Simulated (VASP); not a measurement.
## Ag3F in VASP: the effect of strain

Crystal: Ag3F.

```xyz
4
Lattice="0.0000 3.2161 3.0874 3.2161 0.0000 3.0874 3.2161 3.2161 0.0000" Properties=species:S:1:pos:R:3 pbc="T T T"
Ag    1.6080    1.6080    1.5437
Ag    4.8241    4.8241    4.6312
Ag    3.2161    3.2161    3.0874
F     0.0000    0.0000    0.0000
```

The cell was built by a generator and needn't be a form met in nature.

The cell isn't the ideal one: strain = -0.04.

Alike in all runs:

* Program: VASP 6.6.1
* Task: relaxation of the atoms
* Functional: PBE
* Potentials or basis: VASP PAW PBE potentials, release 64 (Ag, F)
* Cutoff: 520 eV
* k mesh: 5 × 5 × 5
* Occupations: fermi-dirac, width 0.05 eV
* Spin: no spin polarisation
* Strain kind: uniaxial_z
* Further INCAR settings: ALGO = Normal; EDIFF = 1e-06; IBRION = 2; EDIFFG = -0.02; NSW = 40

Each run relaxes the cell or the atoms first.

```tsv
strain	pressure (GPa)
-0.04	3.2
-0.02	1.3
-0.01	0.5
0	?
0.01	-1.0
0.02	-1.7
0.04	-2.9
```

Task: What does the run with strain 0 give?

Result: Pressure -0.3 GPa.

Worked out: A parabola through the other rows of the pressure, of slope -76 GPa per unit of strain there, gives -0.3 GPa, against the run's -0.3.

Caveats: the relaxation stopped at its first step, so nothing moved.
